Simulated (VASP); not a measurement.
VASP input:

POSCAR:
```
ZnSe
1
    0.0000000000     2.8350000000     2.8350000000
    2.8350000000     0.0000000000     2.8350000000
    2.8350000000     2.8350000000     0.0000000000
Zn Se
1 1
Direct
  0.0000000000   0.0000000000   0.0000000000
  0.2500000000   0.2500000000   0.2500000000
```

INCAR:
```
GGA  =  PE
LWAVE  =  .FALSE.
LMAXMIX  =  4   # l cut-off of mixed one-centre charges
NELM  =  100   # most electronic steps
LASPH  =  .TRUE.
PREC  =  Accurate
LCHARG  =  .FALSE.
ISMEAR  =  0   # Gaussian
ALGO  =  Normal
SYSTEM  =  ZnSe
LREAL  =  .FALSE.   # projection in real space or not
ENCUT  =  400   # plane-wave cut-off (eV)
ISIF  =  2   # forces and stress, cell fixed
SIGMA  =  0.05
EDIFF  =  1E-6
```

### KPOINTS
```
K-points
0
M
  6 6 6
```

POTCAR, in this order: Zn Se (PBE.64 set). Program: vasp_std.

Task: Write an equivalent input for Ansatz.

Result: One equivalent input (not run):
Ansatz 0.2 input:
```yaml
crystal:
  lattice:
    - [0.0000000, 2.8350000, 2.8350000]
    - [2.8350000, 0.0000000, 2.8350000]
    - [2.8350000, 2.8350000, 0.0000000]
  atoms:
    - { symbol: Zn, position: [0.0000000, 0.0000000, 0.0000000] }
    - { symbol: Se, position: [0.2500000, 0.2500000, 0.2500000] }
kpoints:
  mp_grid: { grid: [6, 6, 6], shift: [0.5, 0.5, 0.5] }
hamiltonian:
  xc: pbe
  pseudopotentials: { kind: paw }
scf:
  occupations: { method: gaussian, width: 0.05 }
  max_iter: 100
output: { forces: true, stress: true, eigenvalues: true }
```
What does not carry over: each code has its own PAW files, so the cut-off isn't converted (ENCUT is set for VASP's; basis.ecutwfc is left out, and Ansatz then takes the one that its files recommend); Ansatz stops its SCF on the density residual and VASP on the energy change (EDIFF); an even Monkhorst-Pack mesh in KPOINTS is shifted by half a step.

The compound is ZnSe in the zinc blende structure. The cell was not relaxed at this level. The run is one of a series of settings (KPOINTS 6×6×6 Monkhorst-Pack mesh against the base run), some of them coarse on purpose.
